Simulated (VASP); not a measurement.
Computed with r2SCAN meta-GGA with spin-orbit coupling, VASP's PBE PAW potentials (set 64) (plane waves; VASP).

VASP input:

### KPOINTS_OPT
```
k-points along high-symmetry lines
8
Line-mode
Reciprocal
  0.000000   0.000000   0.000000 ! GAMMA
  0.000000   0.500000   0.000000 ! X

  0.000000   0.500000   0.000000 ! X
  0.500000   0.500000   0.000000 ! M

  0.500000   0.500000   0.000000 ! M
  0.000000   0.000000   0.000000 ! GAMMA

  0.000000   0.000000   0.000000 ! GAMMA
  0.500000   0.500000   0.500000 ! R

  0.500000   0.500000   0.500000 ! R
  0.000000   0.500000   0.000000 ! X

  0.500000   0.500000   0.500000 ! R
  0.500000   0.500000   0.000000 ! M
```

POSCAR:
```
PdIn
1
    3.2715451328     0.0000000000     0.0000000000
    0.0000000000     3.2715451328     0.0000000000
    0.0000000000     0.0000000000     3.2715451328
In Pd
1 1
Direct
  0.5000000000   0.5000000000   0.5000000000
  0.0000000000   0.0000000000   0.0000000000
```

### INCAR
```
! general
SYSTEM     = PdIn
PREC       = Accurate
ENCUT      = 400
LREAL      = .FALSE.
LASPH      = .TRUE.

! electronic loop
EDIFF      = 1E-6
NELM       = 100
ALGO       = Normal
LMAXMIX    = 4
LMIXTAU    = .TRUE.

! smearing
ISMEAR     = 0
SIGMA      = 0.05

! functional
METAGGA    = R2SCAN
GGA_COMPAT = .FALSE.

! spin
MAGMOM     = 6*0
LSORBIT    = .TRUE.

! output
LWAVE      = .FALSE.
LCHARG     = .FALSE.
```

File KPOINTS:
```
kpoints
0
Gamma
10 10 10
0 0 0
```

POTCAR, in this order: In_d Pd (PBE.64 set). Program: vasp_ncl.

Output

**OSZICAR**
```
       N       E                     dE             d eps       ncg     rms          rms(c)
DAV:   1     0.164829861685E+03    0.16483E+03   -0.95314E+03  3400   0.181E+03
DAV:   2    -0.320627723151E+02   -0.19689E+03   -0.18660E+03  3530   0.456E+02
DAV:   3    -0.514711832435E+02   -0.19408E+02   -0.18865E+02  3786   0.158E+02
DAV:   4    -0.521234486729E+02   -0.65227E+00   -0.64965E+00  4068   0.278E+01
DAV:   5    -0.521661901683E+02   -0.42741E-01   -0.42737E-01  5396   0.648E+00    0.885E+00
DAV:   6    -0.467863991961E+02    0.53798E+01   -0.43194E+00  3876   0.362E+01    0.406E+00
DAV:   7    -0.466658457413E+02    0.12055E+00   -0.45449E-01  3626   0.961E+00    0.255E+00
DAV:   8    -0.466917581052E+02   -0.25912E-01   -0.10667E-01  3856   0.347E+00    0.141E+00
DAV:   9    -0.466979488651E+02   -0.61908E-02   -0.22445E-02  3680   0.217E+00    0.666E-01
DAV:  10    -0.467030781107E+02   -0.51292E-02   -0.20883E-02  3498   0.166E+00    0.142E-01
DAV:  11    -0.467034587118E+02   -0.38060E-03   -0.13601E-03  4742   0.423E-01    0.200E-01
DAV:  12    -0.467034525120E+02    0.61998E-05   -0.69478E-05  4636   0.771E-02    0.257E-01
DAV:  13    -0.467034764337E+02   -0.23922E-04   -0.97489E-05  3540   0.126E-01    0.167E-01
DAV:  14    -0.467034579725E+02    0.18461E-04   -0.84849E-05  3542   0.113E-01    0.171E-01
DAV:  15    -0.467034896521E+02   -0.31680E-04   -0.14372E-05  3628   0.540E-02    0.139E-01
DAV:  16    -0.467034878766E+02    0.17755E-05   -0.11359E-06  3370   0.115E-02    0.122E-01
DAV:  17    -0.467034865566E+02    0.13200E-05   -0.67622E-07  2404   0.937E-03    0.940E-02
DAV:  18    -0.467034851570E+02    0.13996E-05   -0.33079E-07  1872   0.811E-03    0.722E-02
DAV:  19    -0.467034847075E+02    0.44950E-06   -0.16723E-07  1812   0.562E-03
   1 F= -.46703485E+02 E0= -.46702197E+02  d E =-.257546E-02  mag=    -0.0000    -0.0000    -0.0000
       N       E                     dE             ncg
```

File OUTCAR:
```
------------------------ aborting loop because EDIFF is reached ----------------------------------------
  FORCE on cell =-STRESS in cart. coord.  units (eV):
  Direction    XX          YY          ZZ          XY          YZ          ZX
  --------------------------------------------------------------------------------------
  Total       -0.0052574     -0.0052574     -0.0052574     -0.0000000      0.0000000     -0.0000000
  in kB       -0.2405600     -0.2405600     -0.2405600     -0.0000000      0.0000000     -0.0000000
  external PRESSURE =      -0.2405600 kB  Pullay stress =       0.0000000 kB
  volume of cell :       35.02
      direct lattice vectors                 reciprocal lattice vectors
     3.271545133  0.000000000  0.000000000     0.305665965  0.000000000  0.000000000
     0.000000000  3.271545133  0.000000000     0.000000000  0.305665965  0.000000000
     0.000000000  0.000000000  3.271545133     0.000000000  0.000000000  0.305665965
 POSITION                                       TOTAL-FORCE (eV/Angst)
 -----------------------------------------------------------------------------------
      1.63577      1.63577      1.63577         0.000000      0.000000      0.000000
      0.00000      0.00000      0.00000         0.000000      0.000000      0.000000
 -----------------------------------------------------------------------------------
    total drift:                                0.000000     -0.000000     -0.000000
  FREE ENERGIE OF THE ION-ELECTRON SYSTEM (eV)
  ---------------------------------------------------
  free  energy   TOTEN  =       -46.7034847075 eV

  energy  without entropy=      -46.7009092477  energy(sigma->0) =      -46.70219698

 Ion:    1  E_soc:     -0.0680273

 Ion:    2  E_soc:     -0.0597134
```
(Selected blocks of OUTCAR.)

The compound is PdIn in the CsCl type structure. It was relaxed first.
